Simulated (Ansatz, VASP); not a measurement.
# MgBe2 in two plane-wave programs, part 2 of 2

One calculation is typed for both programs; each brings its own data sets. How far apart do they land? The cell is generated by rule, not measured, and may not be a known phase. The cell is taken from a series of runs on this material, whose earlier steps may have relaxed, scaled, displaced or heated it; both programs get it as it stands.

VASP 6.6.1 and Ansatz 0.2.0.

So far: Set-up; VASP: zone-centre phonons, PBEsol.

## 2. VASP: zone-centre phonons, PBEsol (continued)

Level of this step: PBEsol; plane waves and PAW (Be, Mg); invented cell (VASP).

Numbers of over 12 decimals in the logs are rounded to 6 here.

Parts of OUTCAR (step 2):

```text
ion  position               nearest neighbor table
   1  0.088  0.352  0.250-   2 2.21   2 2.21   4 2.21   4 2.21   3 2.26   3 2.26   5 2.57   5 2.62
                             6 2.78   6 2.78
   2  0.352  0.088  0.750-   1 2.21   1 2.21   3 2.21   3 2.21   4 2.26   4 2.26   6 2.57   6 2.62
                             5 2.78   5 2.78
   3  0.648  0.912  0.250-   4 2.21   4 2.21   2 2.21   2 2.21   1 2.26   1 2.26   5 2.57   5 2.62
                             6 2.78   6 2.78
   4  0.912  0.648  0.750-   3 2.21   3 2.21   1 2.21   1 2.21   2 2.26   2 2.26   6 2.57   6 2.62
                             5 2.78   5 2.78
   5  0.256  0.744  0.250-   1 2.57   3 2.57   1 2.62   3 2.62   4 2.78   2 2.78   4 2.78   2 2.78
                             6 2.85   6 2.85   6 2.93   6 2.93
   6  0.744  0.256  0.750-   2 2.57   4 2.57   2 2.62   4 2.62   1 2.78   1 2.78   3 2.78   3 2.78
                             5 2.85   5 2.85   5 2.93   5 2.93

  LATTYP: Found a base centered orthorhombic cell.
 ALAT       =     4.3937835708
 B/A-ratio  =     2.0518594979
 C/A-ratio  =     0.8535211728

 Subroutine GETGRP returns: Found  8 space group operations
 (whereof  4 operations were pure point group operations)

The static configuration has the point symmetry C_2h.
 The point group associated with its full space group is D_2h.

 Found    105 irreducible k-points:

   k-points           NKPTS =    105   k-points in BZ     NKDIM =    105   number of bands    NBANDS=     12

   dimension x,y,z NGX =    40 NGY =   40 NGZ =   30
   dimension x,y,z NGXF=    80 NGYF=   80 NGZF=   60

   ENCUT  =  600.0 eV  44.10 Ry    6.64 a.u.  10.02 10.02  7.49*2*pi/ulx,y,z

   NELECT =      12.0000    total number of electrons

 k-points in reciprocal lattice and weights: Automatic mesh
   0.00000000  0.00000000  0.00000000       0.002
   0.12500000 -0.00000000  0.00000000       0.008
   0.25000000 -0.00000000  0.00000000       0.008
   0.37500000 -0.00000000  0.00000000       0.008
   0.50000000 -0.00000000  0.00000000       0.004
   0.12500000  0.12500000  0.00000000       0.004
   0.25000000  0.12500000  0.00000000       0.008
   0.37500000  0.12500000  0.00000000       0.008
   0.50000000  0.12500000  0.00000000       0.008
[...]
-----------------------------------------------------------------------------------
    total drift:                               -0.000000     -0.000000     -0.000000

 Eigenvectors and eigenvalues of the dynamical matrix
 ----------------------------------------------------

   1 f  =   19.300558 THz   121.268985 2PiTHz  643.797329 cm-1    79.820660 meV
             X         Y         Z           dx          dy          dz
      1.983620  0.581328  0.937547    -0.000000   -0.000000   -0.499592
      1.983620 -0.581328  2.812640    -0.000000    0.000000    0.499592
      7.031807  0.581328  0.937547     0.000000   -0.000000   -0.499592
      7.031807 -0.581328  2.812640    -0.000000    0.000000    0.499592
      4.507713  1.072313  0.937547     0.000000    0.000000   -0.028550
      4.507713 -1.072313  2.812640     0.000000    0.000000    0.028550

   2 f  =   16.612090 THz   104.376842 2PiTHz  554.119689 cm-1    68.702055 meV
             X         Y         Z           dx          dy          dz
      1.983620  0.581328  0.937547     0.249964    0.429568   -0.000000
      1.983620 -0.581328  2.812640     0.249964   -0.429568   -0.000000
      7.031807  0.581328  0.937547    -0.249964    0.429568    0.000000
      7.031807 -0.581328  2.812640    -0.249964   -0.429568    0.000000
      4.507713  1.072313  0.937547     0.000000   -0.077324   -0.000000
      4.507713 -1.072313  2.812640    -0.000000    0.077324   -0.000000

   3 f  =   16.502298 THz   103.686997 2PiTHz  550.457411 cm-1    68.247990 meV
             X         Y         Z           dx          dy          dz
      1.983620  0.581328  0.937547    -0.180690   -0.458046    0.000000
      1.983620 -0.581328  2.812640     0.180690   -0.458046    0.000000
      7.031807  0.581328  0.937547    -0.180690    0.458046   -0.000000
      7.031807 -0.581328  2.812640     0.180690    0.458046   -0.000000
      4.507713  1.072313  0.937547     0.122839    0.000000    0.000000
      4.507713 -1.072313  2.812640    -0.122839   -0.000000   -0.000000

   4 f  =   16.074831 THz   101.001139 2PiTHz  536.198629 cm-1    66.480127 meV
             X         Y         Z           dx          dy          dz
      1.983620  0.581328  0.937547     0.108233    0.479153   -0.000000
      1.983620 -0.581328  2.812640     0.108233   -0.479153   -0.000000
      7.031807  0.581328  0.937547     0.108233   -0.479153   -0.000000
      7.031807 -0.581328  2.812640     0.108233    0.479153    0.000000
      4.507713  1.072313  0.937547    -0.131893    0.000000   -0.000000
      4.507713 -1.072313  2.812640    -0.131893   -0.000000   -0.000000

   5 f  =   14.542743 THz    91.374749 2PiTHz  485.093689 cm-1    60.143925 meV
             X         Y         Z           dx          dy          dz
      1.983620  0.581328  0.937547    -0.000000    0.000000    0.500000
      1.983620 -0.581328  2.812640    -0.000000    0.000000    0.500000
      7.031807  0.581328  0.937547    -0.000000   -0.000000   -0.500000
      7.031807 -0.581328  2.812640     0.000000   -0.000000   -0.500000
      4.507713  1.072313  0.937547     0.000000   -0.000000    0.000000
      4.507713 -1.072313  2.812640     0.000000    0.000000   -0.000000

   6 f  =   14.177652 THz    89.080812 2PiTHz  472.915551 cm-1    58.634029 meV
             X         Y         Z           dx          dy          dz
      1.983620  0.581328  0.937547    -0.000000   -0.000000    0.500000
      1.983620 -0.581328  2.812640    -0.000000    0.000000   -0.500000
      7.031807  0.581328  0.937547    -0.000000    0.000000   -0.500000
      7.031807 -0.581328  2.812640    -0.000000    0.000000    0.500000
      4.507713  1.072313  0.937547     0.000000   -0.000000    0.000000
      4.507713 -1.072313  2.812640     0.000000    0.000000    0.000000

   7 f  =   12.462916 THz    78.306808 2PiTHz  415.718117 cm-1    51.542454 meV
             X         Y         Z           dx          dy          dz
      1.983620  0.581328  0.937547     0.453699    0.159238   -0.000000
      1.983620 -0.581328  2.812640    -0.453699    0.159238    0.000000
      7.031807  0.581328  0.937547    -0.453699    0.159238   -0.000000
      7.031807 -0.581328  2.812640     0.453699    0.159238   -0.000000
      4.507713  1.072313  0.937547    -0.000000   -0.193911   -0.000000
      4.507713 -1.072313  2.812640    -0.000000   -0.193911    0.000000

   8 f  =   11.910172 THz    74.833818 2PiTHz  397.280578 cm-1    49.256492 meV
             X         Y         Z           dx          dy          dz
      1.983620  0.581328  0.937547    -0.363094    0.142871   -0.000000
      1.983620 -0.581328  2.812640    -0.363094   -0.142871    0.000000
      7.031807  0.581328  0.937547    -0.363094   -0.142871    0.000000
      7.031807 -0.581328  2.812640    -0.363094    0.142871   -0.000000
      4.507713  1.072313  0.937547     0.442155    0.000000    0.000000
      4.507713 -1.072313  2.812640     0.442155   -0.000000   -0.000000

   9 f  =   11.509168 THz    72.314234 2PiTHz  383.904514 cm-1    47.598072 meV
             X         Y         Z           dx          dy          dz
      1.983620  0.581328  0.937547     0.405612   -0.200378    0.000000
      1.983620 -0.581328  2.812640    -0.405612   -0.200378    0.000000
      7.031807  0.581328  0.937547     0.405612    0.200378   -0.000000
      7.031807 -0.581328  2.812640    -0.405612    0.200378   -0.000000
      4.507713  1.072313  0.937547    -0.301088    0.000000    0.000000
      4.507713 -1.072313  2.812640     0.301088   -0.000000   -0.000000

  10 f  =   11.335006 THz    71.219943 2PiTHz  378.095102 cm-1    46.877797 meV
             X         Y         Z           dx          dy          dz
      1.983620  0.581328  0.937547    -0.348811    0.237148    0.000000
      1.983620 -0.581328  2.812640    -0.348811   -0.237148   -0.000000
      7.031807  0.581328  0.937547     0.348811    0.237148   -0.000000
      7.031807 -0.581328  2.812640     0.348811   -0.237148    0.000000
      4.507713  1.072313  0.937547     0.000000    0.379715   -0.000000
      4.507713 -1.072313  2.812640    -0.000000   -0.379715    0.000000

  11 f  =    8.895180 THz    55.890067 2PiTHz  296.711282 cm-1    36.787494 meV
             X         Y         Z           dx          dy          dz
      1.983620  0.581328  0.937547    -0.256609    0.096087   -0.000000
      1.983620 -0.581328  2.812640    -0.256609   -0.096087    0.000000
      7.031807  0.581328  0.937547     0.256609    0.096087    0.000000
      7.031807 -0.581328  2.812640     0.256609   -0.096087   -0.000000
      4.507713  1.072313  0.937547    -0.000000   -0.591471    0.000000
      4.507713 -1.072313  2.812640     0.000000    0.591471   -0.000000

  12 f  =    8.584364 THz    53.937151 2PiTHz  286.343566 cm-1    35.502062 meV
             X         Y         Z           dx          dy          dz
      1.983620  0.581328  0.937547    -0.000000    0.000000    0.020188
      1.983620 -0.581328  2.812640    -0.000000   -0.000000   -0.020188
      7.031807  0.581328  0.937547     0.000000    0.000000    0.020188
      7.031807 -0.581328  2.812640    -0.000000   -0.000000   -0.020188
      4.507713  1.072313  0.937547     0.000000   -0.000000   -0.706530
      4.507713 -1.072313  2.812640    -0.000000    0.000000    0.706530

  13 f  =    5.877944 THz    36.932214 2PiTHz  196.067122 cm-1    24.309214 meV
             X         Y         Z           dx          dy          dz
      1.983620  0.581328  0.937547     0.000000    0.000000    0.378898
      1.983620 -0.581328  2.812640    -0.000000   -0.000000    0.378898
      7.031807  0.581328  0.937547     0.000000    0.000000    0.378898
      7.031807 -0.581328  2.812640    -0.000000    0.000000    0.378898
      4.507713  1.072313  0.937547     0.000000   -0.000000   -0.461381
      4.507713 -1.072313  2.812640    -0.000000   -0.000000   -0.461381
    [... 43 further lines ...]
      4.507713  1.072313  0.937547     0.000000    0.535397   -0.000000
      4.507713 -1.072313  2.812640     0.000000    0.535397   -0.000000

 ELASTIC MODULI CONTR FROM IONIC RELAXATION (kBar)
 Direction    XX          YY          ZZ          XY          YZ          ZX
 --------------------------------------------------------------------------------
 XX         -73.7853    -51.8004     20.9553     -0.0000      0.0000      0.0000
 YY         -51.8004    -85.2701     28.7738     -0.0000      0.0000      0.0000
 ZZ          20.9553     28.7738    -10.1197      0.0000     -0.0000     -0.0000
 XY          -0.0000     -0.0000      0.0000   -183.4029     -0.0000      0.0000
 YZ           0.0000      0.0000     -0.0000     -0.0000     -0.0772      0.0000
 ZX           0.0000      0.0000     -0.0000      0.0000      0.0000     -3.1113
 --------------------------------------------------------------------------------
```

## 3. Ansatz: zone-centre phonons, PBEsol

Ansatz runs on its default PAW (the set named soft_2) files.

The same cell, functional, mesh and smearing now go to Ansatz, which takes its cutoff from its data sets.

File input.yaml:

```yaml
crystal:
  lattice:
    - [4.5077132757, -2.1968917854, 0.0]
    - [4.5077132757, 2.1968917854, 0.0]
    - [0.0, 0.0, 3.7501873065]
  atoms:
    - { symbol: Be, position: [0.087718231, 0.3523318838, 0.25] }
    - { symbol: Be, position: [0.3523318838, 0.087718231, 0.75] }
    - { symbol: Be, position: [0.6476681162, 0.912281769, 0.25] }
    - { symbol: Be, position: [0.912281769, 0.6476681162, 0.75] }
    - { symbol: Mg, position: [0.2559476491, 0.7440523509, 0.25] }
    - { symbol: Mg, position: [0.7440523509, 0.2559476491, 0.75] }
kpoints:
  mp_grid: { grid: [8, 8, 8] }
hamiltonian:
  xc: pbesol
scf:
  occupations: { method: methfessel_paxton, width: 0.15 }
output:
  eigenvalues: true
phonons:
  method: dfpt
```

Command:

```
> ansatz run input.yaml --threads 4 --pin off --max-ram 7168MiB --backend cpu --events-out ev --progress --plain --runs-dir out
```

The program printed:

```text
zone centre: on kpoints.mp_grid the ground state, and the responses unless they are solved on pairs of k-points, stand on 170 of the mesh's 512 k-points, reduced under 2 symmetry operations, with k and −k counted as one. Each operation leaves every solved displacement unchanged or reverses it
Engine: ansatz 0.2.0, aarch64-unknown-linux-gnu
Pseudopotentials: kind: paw
Pseudopotential: Be, paw, valence charge 2, recommended cutoff 420 eV (normal), Be.paw.azcp
Pseudopotential: Mg, paw, valence charge 10, recommended cutoff 420 eV (normal), Mg.paw.azcp
Functional definition: PBEsol
  exchange = pbesol_x
  correlation = pbesol_c
Crystal: 6 atoms, lattice volume = 74.276 Å³
Basis set: ecut = 420 eV, 1465 PW (Γ), exchange–correlation on 72×72×60 points (8 copies of the dense FFT grid, shifted against one another)
Bands: 20, of which v1, the nominal top of the filled ones, is band 14 counted from 1 (13 counted from 0)
Symmetry: 8 space group operations
k-points: 170 of 512 (irreducible under 2 space group operations, time reversal used)
Non-local potential: Be, projectors of the file, l = 0: 2, l = 1: 2, l = 2: 1
Non-local potential: Mg, projectors of the file, l = 0: 3, l = 1: 2, l = 2: 1
PAW form: soft (Blöchl's): semilocal exchange-correlation on the pseudo side does not see the compensation charge
PAW frozen core: Be, regenerated for the run's functional, and the local potential with it (the file was generated under x = pbe(κ = 0.804, μ = 0.219515), c = pbe(β = 0.066725))
PAW frozen core: Mg, regenerated for the run's functional, and the local potential with it (the file was generated under x = pbe(κ = 0.804, μ = 0.219515), c = pbe(β = 0.066725))
PAW one-centre angular grid: Be, 110 points (default); XC on 64 Gauss nodes
PAW one-centre angular grid: Mg, 110 points (default); XC on 64 Gauss nodes
Initial density: superposition of atomic densities (neutral atoms: chi_scale 0, normalization atom), corrected by the library's trained network
Initial wavefunctions: pseudopotential atomic-orbital guess
Functional: x = pbesol(κ = 0.804, μ = 0.123457), c = pbesol(β = 0.046)
SCF iter   1: F=—  HF=-4184.492433 eV  |F-HF|=—  |Δ(HF+E_count)|=         —  Δρ=2.34e-3  dr2=4.64e-3  ethr=1.77e-3  ⟨swp⟩=5.7  Hψ=16463  notcnv=0
preconditioner: auto → Kerker (q_TF=auto, 2.319 Å⁻¹)  [metal: Δε(μ)=0.034 eV  Ē_g=7.170 eV  σ=0.150 eV  W_gap=0.19  n_scr=20 (ndim 8)  ℏωp=14.9 eV  f_vac=0.000  D(μ)=0.94/eV (n_scr^D=2)]
SCF iter   2: F=—  HF=-4184.489967 eV  |F-HF|=—  |Δ(HF+E_count)|=   2.47e-3  S|Δr|=    0.00e0  Δρ=1.19e-3  dr2=1.66e-3  ethr=1.66e-5  ⟨swp⟩=2.0  Hψ=6947  notcnv=0
SCF iter   3: F=—  HF=-4184.489476 eV  |F-HF|=—  |Δ(HF+E_count)|=   4.91e-4  S|Δr|=    0.00e0  Δρ=2.53e-4  dr2=8.91e-5  ethr=5.92e-6  ⟨swp⟩=3.0  Hψ=5610  notcnv=0
SCF iter   4: F=—  HF=-4184.489450 eV  |F-HF|=—  |Δ(HF+E_count)|=   2.57e-5  S|Δr|=    0.00e0  Δρ=5.60e-5  dr2=1.62e-6  ethr=3.18e-7  ⟨swp⟩=3.0  Hψ=5563  notcnv=0
SCF iter   5: F=—  HF=-4184.489448 eV  |F-HF|=—  |Δ(HF+E_count)|=   1.94e-6  S|Δr|=    0.00e0  Δρ=2.41e-5  dr2=1.81e-7  ethr=5.79e-9  ⟨swp⟩=2.0  Hψ=5550  notcnv=0
SCF iter   6: F=—  HF=-4184.489448 eV  |F-HF|=—  |Δ(HF+E_count)|=   1.62e-7  S|Δr|=    0.00e0  Δρ=5.52e-6  dr2=1.12e-8  ethr=6.48e-10  ⟨swp⟩=2.0  Hψ=4612  notcnv=0
SCF iter   7: F=—  HF=-4184.489448 eV  |F-HF|=—  |Δ(HF+E_count)|=   8.22e-9  S|Δr|=    0.00e0  Δρ=6.00e-7  dr2=1.96e-10  ethr=4.01e-11  ⟨swp⟩=2.0  Hψ=4792  notcnv=0
SCF iter   8: F=-4184.489448 eV  HF=-4184.489448 eV  |F-HF|=1.82e-12  |Δ(HF+E_count)|=  1.15e-10  S|Δr|=    0.00e0  Δρ=5.30e-8  dr2=2.73e-12  ethr=1.00e-12  ⟨swp⟩=7.1  Hψ=17320  notcnv=0
SCF 1 converged in 8 iterations: F = -4184.489448 eV  dr2 = 2.73e-12
  greatest PAW one-centre occupation: 1.000 electrons in one spin orbital (limit 2), on the Mg atom at site 5 (counted from 0), in its partial waves of l = 0
DFPT response loops at Γ: preconditioner auto → Kerker (q_TF=auto, 2.319 Å⁻¹) (partly filled bands, converged f_vac=0.000); β = 1.00, the filter's whole step (`scf.mixing.beta` (0.50) is not read by the response loops under this deck's `scf.mixing.preconditioner`; to damp them name `kerker` or `kerker_dos`, under which they read `scf.mixing.beta`, and type it under 1.00, their step now; both keys bind the ground state too); Broyden in place of MSR1
SCF converged after 8 iterations
Stability not checked: this state was not tested for a lower state beside it, because cold or Methfessel-Paxton smearing, or corrected tetrahedra, fill the levels in a way that the test cannot read (fill_not_monotonic; see scf.lower_state_search)
Free energy (F): -4184.489448 eV
Harris-Foulkes:  -4184.489448 eV  (|F-HF|=1.82e-12)
Internal energy: -4184.492125 eV  (E = F + TS)
E sigma→0 (E₀):  -4184.490117 eV
Entropy (-TS):   0.002677 eV (0.446 meV/atom)
Fermi energy:    6.708483 eV
--- Per-component energies (eV) ---
  E_band       = -665.063560
  E_kinetic    = 230.400737
  E_local      = -3399.991234  (includes V_loc(G=0)·N_el)
  E_nonlocal   = 210.307433
  E_hartree    = 1253.275119
  E_xc         = -134.247805
  E_vxc        = -155.567290  (∫ρ·V_xc dr)
  E_paw        = -790.246306  (= ΣΔE_a)
  E_vpaw       = -56.763449  (= ΣTr[D̂ρ^β])
  E_aug_tail   = -0.000008  (compensation charges beyond the density's cutoff)
  E_ewald      = -1554.145911
  E_core_change = 0.155850  (= ΣΔE_core)
  E_smearing   = 0.002677  (= −TS)
  E_closure    = -0.000000  (closes the sum)
  Σ components = -4184.489448   (vs F -4184.489448, Δ=0.00e0)
--- Band table (eV; the first three rows and the last of 170) ---
  k-point 0: bands = [... 10 lower, 4.5218, 4.6664, 4.6768, 5.1144, 7.0997, 7.6412, 8.8475, 11.7630, ... 2 higher]
  k-point 1: bands = [... 10 lower, 3.8958, 4.6039, 4.6949, 5.2447, 7.2423, 7.7247, 9.7376, 10.6811, ... 2 higher]
  k-point 2: bands = [... 10 lower, 3.9073, 4.7581, 4.8621, 5.6285, 7.6708, 7.8597, 9.0383, 10.6880, ... 2 higher]
  k-point 169: bands = [... 10 lower, 2.4729, 2.4729, 4.6709, 4.6709, 8.3517, 8.3517, 11.6006, 11.6006, ... 2 higher]
--- Phonons (Γ-DFPT): 6 representative perturbations + reference, on 170 of 512 k-points (Σ response iterations 18) ---
  k mesh reduced under 2 symmetry operations, with k and −k counted as one. Each operation leaves every solved displacement unchanged or reverses it
  ASR residual: 2.289e-5 → 0.000e0 eV/Å²; symmetrization residual: 1.237e-6 eV/Å²
  ASR residual per site (eV/Å²): 1.09e-5 1.09e-5 1.09e-5 1.09e-5 2.29e-5 2.29e-5
  Γ frequencies (cm⁻¹): 0.00 0.00 0.00 84.60 174.04 195.28 284.99 295.84 377.49 383.15 395.39 415.06 470.54 482.93 534.33 545.54 552.90 638.97
  non-analytic LO–TO correction: not included (Born effective charges unavailable; polar crystals: no LO–TO splitting at Γ)
```

## 4. Comparison

Known differences besides the potentials themselves: the data sets hold 28 valence electrons in Ansatz (on its default PAW (the set named soft_2) files) and 12 in VASP; the cutoff is 420 eV in Ansatz and 600 eV in VASP; Ansatz makes its cores anew for this functional, VASP keeps those of its PBE data sets. Total energies have different zeros and are not compared.

Compared:

| quantity | Ansatz | VASP | difference |
| --- | --- | --- | --- |
| optical mode 1 (cm⁻¹) | 84.6 | 84.9 | -0.31 % |
| optical mode 2 (cm⁻¹) | 174.0 | 174.5 | -0.27 % |
| optical mode 3 (cm⁻¹) | 195.3 | 196.1 | -0.40 % |
| optical mode 4 (cm⁻¹) | 285.0 | 286.3 | -0.47 % |
| optical mode 5 (cm⁻¹) | 295.8 | 296.7 | -0.29 % |
| optical mode 6 (cm⁻¹) | 377.5 | 378.1 | -0.16 % |
| optical mode 7 (cm⁻¹) | 383.1 | 383.9 | -0.20 % |
| optical mode 8 (cm⁻¹) | 395.4 | 397.3 | -0.48 % |
| optical mode 9 (cm⁻¹) | 415.1 | 415.7 | -0.16 % |
| optical mode 10 (cm⁻¹) | 470.5 | 472.9 | -0.50 % |
| optical mode 11 (cm⁻¹) | 482.9 | 485.1 | -0.45 % |
| optical mode 12 (cm⁻¹) | 534.3 | 536.2 | -0.35 % |
| optical mode 13 (cm⁻¹) | 545.5 | 550.5 | -0.89 % |
| optical mode 14 (cm⁻¹) | 552.9 | 554.1 | -0.22 % |
| optical mode 15 (cm⁻¹) | 639.0 | 643.8 | -0.75 % |

Modes are paired by rising frequency, not by their patterns, so a pair may set unlike modes beside each other; they are those without the splitting of longitudinal modes.

## 5. What came out

* r.m.s. difference of the optical zone-centre modes, each program's sorted by frequency (zone-centre phonons, PBEsol): 2.2 cm⁻¹
* difference in optical mode 13 (zone-centre phonons, PBEsol): -0.9 %

What this shows: The r.m.s. difference of the optical zone-centre modes, each program's sorted by frequency is 2.2 cm⁻¹ (zone-centre phonons, PBEsol). The data sets hold unlike numbers of valence electrons (28 in Ansatz and 12 in VASP), so part of the differences comes from the potentials. Among the rows given in per cent, the largest difference of the zone-centre phonons, PBEsol pair is in optical mode 13, -0.9 %. Such differences can come from data sets, numerical settings and the points named under the comparisons, not from the functional's error against experiment.

[Lines on the potential files, build, host, timing and source positions are cut from VASP's logs without a mark.]

[Logs are printed without paths, hosts, clocks, repeated set-up lines and the standing remarks that a program may print on its own settings, such as how far it seeks lower states.]

[Hosts, paths, dates, database ids (printed as entryN), source tags and the programs' standing remarks are cut or masked in the printed files.]
